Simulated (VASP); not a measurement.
# A VASP study of AlNi (PBE + D3(BJ)): structure first, properties next, part 2 of 6

Wanted: the relaxed cell of AlNi and its properties. The start is a cell from a database of measured crystal structures.

VASP 6.6.1, plane waves and PAW; the level of theory is named at each step.

So far. Step 2 (Magnetic start: ferromagnetic): The moments fall under 0.1 μB, and the mesh shows no gap. Step 3 (Magnetic start: antiferromagnetic, q = (0, 0, 1/2)): The energy lies -0.0 meV an atom from the first pattern, and both runs end without moments, so a difference comes from cell, mesh or thresholds alone. The moments fall under 0.1 μB, and the mesh shows no gap.

The database entry behind the starting cell differs from later determinations by our own check (about 0.2 % short), so it need not match the best structure at ambient conditions.

### Step 4. Magnetic start: antiferromagnetic, q = (1/2, 1/2, 1/2)

Level of this step: PBE with D3(BJ), spin-polarised from an antiferromagnetic start; plane waves and PAW (Al, Ni) (VASP).

Next, a pattern with opposite moments, which needs a doubled cell; q is given in the reciprocal vectors of the primitive cell.

INCAR reads:

```
SYSTEM = AlNi
PREC = Accurate
ENCUT = 400
EDIFF = 1E-06
NELM = 100
ISMEAR = 1
SIGMA = 0.2
LREAL = .FALSE.
ALGO = Normal
GGA = PE
IVDW = 12
NBANDS = 21
ISPIN = 2
MAGMOM = 0 0 1 -1
LASPH = .TRUE.
LMAXMIX = 4
LORBIT = 11
LWAVE = .FALSE.
LCHARG = .FALSE.
KPAR = 4
ISIF = 2
```

POSCAR reads:

```
AlNi
1.0
    5.7620000000      0.0000000000      0.0000000000
    2.8810000000      2.8810000000      0.0000000000
    2.8810000000      0.0000000000      2.8810000000
Al Ni
2 2
Direct
    0.0000000000      0.0000000000      0.0000000000
    0.5000000000      0.0000000000      0.0000000000
    0.7500000000      0.5000000000      0.5000000000
    0.2500000000      0.5000000000      0.5000000000
```

KPOINTS reads:

```
Automatic mesh
0
Gamma
8 8 8
0 0 0
```

PAW data sets: Al and Ni (PBE family, release 64).

Run with:

```
> mpirun -np 4 vasp_std
```

Log:

```text
[... set-up lines as in an earlier step ...]
 entering main loop
       N       E                     dE             d eps       ncg     rms          rms(c)
DAV:   1     0.110367275375E+03    0.11037E+03   -0.94045E+03  2476   0.114E+03
DAV:   2    -0.188373558465E+02   -0.12920E+03   -0.12261E+03  2461   0.241E+02
DAV:   3    -0.236532123655E+02   -0.48159E+01   -0.47337E+01  2944   0.588E+01
DAV:   4    -0.237487194500E+02   -0.95507E-01   -0.95451E-01  2802   0.753E+00
DAV:   5    -0.237521462761E+02   -0.34268E-02   -0.34267E-02  2840   0.146E+00    0.177E+01
DAV:   6    -0.277022067886E+02   -0.39501E+01   -0.45876E+01  2736   0.127E+02    0.228E+01
DAV:   7    -0.211141598213E+02    0.65880E+01   -0.17806E+01  2726   0.786E+01    0.184E+00
DAV:   8    -0.211156567994E+02   -0.14970E-02   -0.81186E-01  3360   0.927E+00    0.150E+00
DAV:   9    -0.210880238536E+02    0.27633E-01   -0.63847E-02  2889   0.395E+00    0.480E-01
DAV:  10    -0.210875714487E+02    0.45240E-03   -0.41957E-03  3158   0.107E+00    0.227E-01
DAV:  11    -0.210873862666E+02    0.18518E-03   -0.40411E-04  3519   0.326E-01    0.939E-02
DAV:  12    -0.210874046038E+02   -0.18337E-04   -0.80212E-05  3054   0.192E-01    0.580E-02
DAV:  13    -0.210873940092E+02    0.10595E-04   -0.25740E-05  2974   0.810E-02    0.777E-03
DAV:  14    -0.210873942615E+02   -0.25235E-06   -0.11846E-06  1450   0.128E-02
   1 F= -.22859073E+02 E0= -.22860321E+02  d E =0.374244E-02  mag=    -0.0000
```

Wall time 14 s (4 MPI ranks of Intel Xeon 6975P-C (Granite Rapids), shared host); peak memory 0.88 GiB; 54 s of CPU time.

From OUTCAR (step 4):

```text
  LATTYP: Found a face centered cubic cell.
 ALAT       =     5.7620000000

The static configuration has the point symmetry O_h .

 Found     29 irreducible k-points:

   k-points           NKPTS =     29   k-points in BZ     NKDIM =     29   number of bands    NBANDS=     21

   dimension x,y,z NGX =    40 NGY =   28 NGZ =   28
   dimension x,y,z NGXF=    80 NGYF=   56 NGZF=   56

   ENCUT  =  400.0 eV  29.40 Ry    5.42 a.u.   9.40  6.64  6.64*2*pi/ulx,y,z

   NELECT =      26.0000    total number of electrons

 E-fermi :  10.0200

 spin component 1
 k-point     1 :       0.0000    0.0000    0.0000
  band No.  band energies     occupation
    ...
      7       8.4931      1.00000
      8       8.4931      1.00000
      9       8.4931      1.00000
     10       9.0518      1.00000
     11       9.0518      1.00000
     12      12.0319     -0.00000
     13      12.0319     -0.00000
     14      12.0319     -0.00000
     15      13.7163     -0.00000
     16      14.4738      0.00000
    ...

 k-point     2 :       0.1250    0.0000    0.0000
  band No.  band energies     occupation
    ...
      7       8.4163      1.00000
      8       8.4404      1.00000
      9       8.4404      1.00000
     10       8.8788      1.00000
     11       8.8788      1.00000
     12      10.5506     -0.00057
     13      11.9857     -0.00000
     14      11.9857     -0.00000
     15      13.6392     -0.00000
     16      14.7488      0.00000
    ...

 k-point     3 :       0.2500    0.0000    0.0000
  band No.  band energies     occupation
    ...
      8       8.2806      1.00000
      9       8.2806      1.00000
     10       8.4909      1.00000
     11       8.4909      1.00000
     12       8.7960      1.00000
     13      11.9545     -0.00000
     14      11.9545     -0.00000
     15      13.6425     -0.00000
     16      13.6425     -0.00000
     17      13.8319     -0.00000
    ...

 k-point     4 :       0.3750    0.0000    0.0000
  band No.  band energies     occupation
    ...
      8       7.9388      1.00000
      9       8.0475      1.00000
     10       8.0475      1.00000
     11       8.1095      1.00000
     12       8.1095      1.00000
     13      12.0362     -0.00000
     14      12.0362     -0.00000
     15      12.8064     -0.00000
     16      12.8064     -0.00000
     17      13.9909     -0.00000
    ...

 Edisp (eV)   -1.77168

  Total      -1.31881    -1.31881    -1.31881     0.00000     0.00000     0.00000
  in kB     -44.18085   -44.18085   -44.18085     0.00000     0.00000     0.00000
  external pressure =      -44.18 kB  Pullay stress =        0.00 kB

  energy-cutoff  :      400.00
  volume of cell :       47.83
      direct lattice vectors                 reciprocal lattice vectors
     5.762000000  0.000000000  0.000000000     0.173550850 -0.173550850 -0.173550850
     2.881000000  2.881000000  0.000000000     0.000000000  0.347101701  0.000000000
     2.881000000  0.000000000  2.881000000     0.000000000  0.000000000  0.347101701

 POSITION                                       TOTAL-FORCE (eV/Angst)
 -----------------------------------------------------------------------------------
      0.00000      0.00000      0.00000        -0.000000     -0.000000      0.000000
      2.88100      0.00000      0.00000        -0.000000     -0.000000      0.000000
      7.20250      1.44050      1.44050         0.000000     -0.000000      0.000000
      4.32150      1.44050      1.44050        -0.000000      0.000000     -0.000000
 -----------------------------------------------------------------------------------
    total drift:                                0.000000      0.000000      0.000000

  FREE ENERGIE OF THE ION-ELECTRON SYSTEM (eV)
  ---------------------------------------------------
  free  energy   TOTEN  =       -22.8590733358 eV

  energy  without entropy=      -22.8628157807  energy(sigma->0) =      -22.86032082

 total charge
# of ion       s       p       d       tot
------------------------------------------
    1        0.384   0.415   0.000   0.799
    2        0.384   0.415   0.000   0.799
    3        0.475   0.515   8.473   9.463
    4        0.475   0.515   8.473   9.463
--------------------------------------------------
tot          1.717   1.859  16.946  20.523

 magnetization (x)
# of ion       s       p       d       tot
------------------------------------------
    1        0.000   0.000   0.000   0.000
    2        0.000   0.000   0.000   0.000
    3       -0.000  -0.000  -0.000  -0.000
    4        0.000   0.000   0.000   0.000
--------------------------------------------------
tot          0.000   0.000   0.000   0.000

[... 1 part as in an earlier step ...]

[... 6 further parts left out ...]
```

At this level the cell is under a tension of 4.4 GPa, so at these settings it is away from equilibrium.

This step gave:

```
SCF cycles              : 14
irreducible k-points    : 29
symmetry operations     : 48
free energy (TOTEN)     : -22.86 eV
energy at zero smearing : -22.86 eV
Fermi energy            : 10.02 eV
pressure                : -4.418 GPa
```

The energy lies -6.3 meV an atom from the first pattern, and both runs end without moments, so a difference comes from cell, mesh or thresholds alone. The moments fall under 0.1 μB, and the mesh shows no gap.

### Step 5. Magnetic start: antiferromagnetic, q = (1/2, 1/2, 0)

Next, a pattern with opposite moments, which needs a doubled cell; q is given in the reciprocal vectors of the primitive cell.

INCAR is that of step 4.

POSCAR reads:

```
AlNi
1.0
    5.7620000000      0.0000000000      0.0000000000
    2.8810000000      2.8810000000      0.0000000000
    0.0000000000      0.0000000000      2.8810000000
Al Ni
2 2
Direct
    0.0000000000      0.0000000000      0.0000000000
    0.5000000000      0.0000000000      0.0000000000
    0.0000000000      0.5000000000      0.5000000000
    0.5000000000      0.5000000000      0.5000000000
```

KPOINTS is that of step 4.

Run with:

```
> mpirun -np 4 vasp_std
```

Log:

```text
[... set-up lines as in an earlier step ...]
 entering main loop
       N       E                     dE             d eps       ncg     rms          rms(c)
DAV:   1     0.110961002194E+03    0.11096E+03   -0.93854E+03  6364   0.114E+03
DAV:   2    -0.187422525760E+02   -0.12970E+03   -0.12293E+03  6330   0.242E+02
DAV:   3    -0.236891194309E+02   -0.49469E+01   -0.48565E+01  7566   0.600E+01
DAV:   4    -0.237843943928E+02   -0.95275E-01   -0.95212E-01  7292   0.744E+00
DAV:   5    -0.237878056996E+02   -0.34113E-02   -0.34112E-02  7702   0.147E+00    0.176E+01
DAV:   6    -0.278884877605E+02   -0.41007E+01   -0.51377E+01  7054   0.128E+02    0.234E+01
DAV:   7    -0.210946373723E+02    0.67939E+01   -0.18325E+01  7040   0.790E+01    0.228E+00
DAV:   8    -0.210986286085E+02   -0.39912E-02   -0.94030E-01  8712   0.108E+01    0.159E+00
DAV:   9    -0.210694547490E+02    0.29174E-01   -0.76023E-02  7903   0.436E+00    0.583E-01
DAV:  10    -0.210699388628E+02   -0.48411E-03   -0.60921E-03  7930   0.131E+00    0.252E-01
DAV:  11    -0.210694443019E+02    0.49456E-03   -0.16892E-03  9307   0.847E-01    0.150E-01
DAV:  12    -0.210696117667E+02   -0.16746E-03   -0.47159E-04  8847   0.481E-01    0.691E-02
DAV:  13    -0.210696009244E+02    0.10842E-04   -0.24332E-05  7751   0.697E-02    0.280E-02
DAV:  14    -0.210695992108E+02    0.17136E-05   -0.69418E-06  7818   0.430E-02    0.783E-03
DAV:  15    -0.210695991553E+02    0.55508E-07   -0.43854E-07  3660   0.110E-02
   1 F= -.22841278E+02 E0= -.22840536E+02  d E =-.222611E-02  mag=    -0.0000
```

Elapsed: 17 s, on 4 MPI ranks; peak memory 0.89 GiB; 63 s of CPU time.

From OUTCAR (step 5):

```text
   k-points           NKPTS =     75   k-points in BZ     NKDIM =     75   number of bands    NBANDS=     21

   ENCUT  =  400.0 eV  29.40 Ry    5.42 a.u.   9.40  6.64  4.70*2*pi/ulx,y,z

   NELECT =      26.0000    total number of electrons

 E-fermi :   9.9906

 spin component 1
 k-point     1 :       0.0000    0.0000    0.0000
  band No.  band energies     occupation
    ...
      9       7.9630      1.00000
     10       8.4856      1.00000
     11       8.4949      1.00000
     12       8.4949      1.00000
     13       9.0137      1.00000
     14      11.5167     -0.00000
     15      12.4961     -0.00000
     16      15.5260      0.00000
     17      15.5260      0.00000
     18      15.5263      0.00000
    ...

 k-point     2 :       0.1250    0.0000    0.0000
  band No.  band energies     occupation
    ...
      9       7.9836      1.00000
     10       8.4212      1.00000
     11       8.4591      1.00000
     12       8.4751      1.00000
     13       9.1589      1.00000
     14      11.8436     -0.00000
     15      12.9362     -0.00000
     16      14.6658      0.00000
     17      14.9889      0.00000
     18      15.7166      0.00000
    ...

 Edisp (eV)   -1.77168

  Total      -1.40714    -1.40714    -1.03319     0.00000     0.00000     0.00000
  in kB     -47.13978   -47.13978   -34.61232     0.00000     0.00000     0.00000
  external pressure =      -42.96 kB  Pullay stress =        0.00 kB

 POSITION                                       TOTAL-FORCE (eV/Angst)
 -----------------------------------------------------------------------------------
      0.00000      0.00000      0.00000         0.000000     -0.000000      0.000000
      2.88100      0.00000      0.00000         0.000000     -0.000000      0.000000
      1.44050      1.44050      1.44050        -0.000000      0.000000     -0.000000
      4.32150      1.44050      1.44050        -0.000000     -0.000000      0.000000
 -----------------------------------------------------------------------------------
    total drift:                                0.000000      0.000000     -0.000000

  FREE ENERGIE OF THE ION-ELECTRON SYSTEM (eV)
  ---------------------------------------------------
  free  energy   TOTEN  =       -22.8412782295 eV

  energy  without entropy=      -22.8390521166  energy(sigma->0) =      -22.84053619

[... 2 parts as in an earlier step ...]

[... 14 further parts left out ...]
```

At this level the cell is under a tension of 4.3 GPa, so at these settings it is away from equilibrium.

This step gave:

```yaml
scf_cycles: 15
irreducible_k_points: 75
symmetry_operations: 16
free_energy_toten: -22.84 eV
energy_at_zero_smearing: -22.84 eV
fermi_energy: 9.991 eV
pressure: -4.296 GPa
```

The energy lies -1.4 meV an atom from the first pattern, and both runs end without moments, so a difference comes from cell, mesh or thresholds alone. The moments fall under 0.1 μB, and the mesh shows no gap.

### Step 6. The orders side by side

This step: collinear orders at PBE; plane waves and PAW (VASP 6.6.1).

Derived from the runs above.

Patterns, by row:

```tsv
start	atoms	energy less that of the first (meV/atom)	largest site moment (μB)	end state
ferromagnetic	2	0	0	non-magnetic
antiferromagnetic, q = (0, 0, 1/2)	4	0	0	non-magnetic
antiferromagnetic, q = (1/2, 1/2, 1/2)	4	-6.3	0	non-magnetic
antiferromagnetic, q = (1/2, 1/2, 0)	4	-1.4	0	non-magnetic
```

All patterns lost their moments. Runs that ended non-magnetic differ by up to 6.3 meV an atom among themselves, which can come from the unlike meshes of the cells or from a run that isn't fully settled. The session goes on with moments started at or near zero.

(Continued in part 3 of 6.)

[Lines on the potential files, build, host, timing and source positions are cut from VASP's logs without a mark.]

[Logs are printed without paths, hosts, clocks, repeated set-up lines and the standing remarks that a program may print on its own settings, such as how far it seeks lower states.]

[Hosts, paths, dates, database ids (printed as entryN), source tags and the programs' standing remarks are cut or masked in the printed files.]

[A measured line is paired with the nearest computed mode of its activity, which favours agreement.]

[In band tables of VASP the shares of atoms and orbitals are scaled to a sum of 1 inside the atoms' spheres.]
